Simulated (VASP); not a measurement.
Output of a VASP run:

### OSZICAR
```
       N       E                     dE             d eps       ncg     rms          rms(c)
DAV:   1     0.323861199792E+03    0.32386E+03   -0.19053E+04  1388   0.147E+03
DAV:   2     0.557996972404E+00   -0.32330E+03   -0.31901E+03  1238   0.424E+02
DAV:   3    -0.297109996326E+02   -0.30269E+02   -0.29492E+02  1684   0.119E+02
DAV:   4    -0.305485086913E+02   -0.83751E+00   -0.83679E+00  1434   0.197E+01
DAV:   5    -0.305643962693E+02   -0.15888E-01   -0.15885E-01  1493   0.326E+00    0.156E+01
DAV:   6    -0.280993028324E+02    0.24651E+01   -0.21330E+01  1590   0.421E+01    0.135E+01
DAV:   7    -0.283419569411E+02   -0.24265E+00   -0.17734E+00  1360   0.128E+01    0.801E+00
DAV:   8    -0.283541417380E+02   -0.12185E-01   -0.30712E-01  1606   0.560E+00    0.361E+00
DAV:   9    -0.283470283508E+02    0.71134E-02   -0.55487E-02  1567   0.244E+00    0.513E-01
DAV:  10    -0.283518365898E+02   -0.48082E-02   -0.47898E-03  1415   0.631E-01    0.247E-01
DAV:  11    -0.283522579469E+02   -0.42136E-03   -0.41008E-04  1434   0.168E-01    0.158E-01
DAV:  12    -0.283523722021E+02   -0.11426E-03   -0.15882E-04  1392   0.796E-02    0.723E-02
DAV:  13    -0.283523902478E+02   -0.18046E-04   -0.26101E-05  1322   0.453E-02    0.147E-02
DAV:  14    -0.283523895606E+02    0.68720E-06   -0.15020E-05  1406   0.200E-02    0.779E-03
DAV:  15    -0.283523901390E+02   -0.57843E-06   -0.11238E-06   759   0.132E-02
   1 F= -.28352390E+02 E0= -.28352390E+02  d E =-.309882E-15  mag=    -0.0000
```

### OUTCAR
```
------------------------ aborting loop because EDIFF is reached ----------------------------------------
  FORCE on cell =-STRESS in cart. coord.  units (eV):
  Direction    XX          YY          ZZ          XY          YZ          ZX
  --------------------------------------------------------------------------------------
  Total       -1.7133009     -1.7133009     -1.7133009     -0.1428415     -0.1428415     -0.1428415
  in kB      -38.5978144    -38.5978144    -38.5978144     -3.2179805     -3.2179805     -3.2179805
  external PRESSURE =     -38.5978144 kB  Pullay stress =       0.0000000 kB
  volume of cell :       71.12
      direct lattice vectors                 reciprocal lattice vectors
     5.220000000  2.610000000  2.610000000     0.287356322 -0.095785441 -0.095785441
     2.610000000  5.220000000  2.610000000    -0.095785441  0.287356322 -0.095785441
     2.610000000  2.610000000  5.220000000    -0.095785441 -0.095785441  0.287356322
 POSITION                                       TOTAL-FORCE (eV/Angst)
 -----------------------------------------------------------------------------------
      0.00000      0.00000      0.00000        -0.000000     -0.000000     -0.000000
      5.22000      5.22000      5.22000        -0.000000     -0.000000      0.000000
      2.61000      2.61000      2.61000         0.000000      0.000000      0.000000
      7.83000      7.83000      7.83000        -0.000000     -0.000000     -0.000000
 -----------------------------------------------------------------------------------
    total drift:                                0.000000     -0.000000     -0.000000
  FREE ENERGIE OF THE ION-ELECTRON SYSTEM (eV)
  ---------------------------------------------------
  free  energy   TOTEN  =       -28.3523901390 eV

  energy  without entropy=      -28.3523901390  energy(sigma->0) =      -28.35239014

 total charge

# of ion       s       p       d       tot
------------------------------------------
    1        0.206   6.156   4.945  11.307
    2        0.206   6.156   4.945  11.307
    3        1.325   2.407   0.000   3.732
    4        1.325   2.407   0.000   3.732
--------------------------------------------------
tot          3.062  17.127   9.889  30.078

 magnetization (x)

# of ion       s       p       d       tot
------------------------------------------
    1        0.020   0.014   4.179   4.214
    2       -0.020  -0.014  -4.179  -4.214
    3        0.000   0.000   0.000   0.000
    4        0.000   0.000   0.000   0.000
--------------------------------------------------
tot          0.000   0.000   0.000   0.000
```
(Selected blocks of OUTCAR.)

**POSCAR**
```
MnS
1
    5.2200000000     2.6100000000     2.6100000000
    2.6100000000     5.2200000000     2.6100000000
    2.6100000000     2.6100000000     5.2200000000
Mn S
2 2
Direct
  0.0000000000   0.0000000000   0.0000000000
  0.5000000000   0.5000000000   0.5000000000
  0.2500000000   0.2500000000   0.2500000000
  0.7500000000   0.7500000000   0.7500000000
```

Reconstruct the remaining input files.

This is not unique; one that fits is the input of the run itself, PBE GGA, plane waves, VASP's PBE PAW potentials (set 64).

**INCAR**
```
! general
SYSTEM  =MnS
PREC    =Accurate
ENCUT   =400   ! plane-wave cut-off (eV)
LREAL   =.FALSE.   ! projection in real space or not
LASPH   =.TRUE.
KSPACING=0.5
KGAMMA  =.TRUE.

! electronic loop
EDIFF   =1E-6
NELM    =100   ! most electronic steps
ALGO    =Normal
LMAXMIX =4   ! l cut-off of mixed one-centre charges

! smearing
ISMEAR  =0   ! Gaussian
SIGMA   =0.05

! functional
GGA     =PE   ! PBE

! spin
ISPIN   =2
MAGMOM  =5.0 -5.0 0.0 0.0

! ions
ISIF    =2

! output
LWAVE   =.FALSE.
LCHARG  =.FALSE.
LORBIT  =10
```

POTCAR, in this order: Mn_pv S (PBE.64 set). Program: vasp_std.

The compound is MnS in the rock salt, AFM-II order structure. The cell was not relaxed at this level. The run is one of a series of settings (KGAMMA = .TRUE., KSPACING = 0.5, KPOINTS file removed against the base run), some of them coarse on purpose.
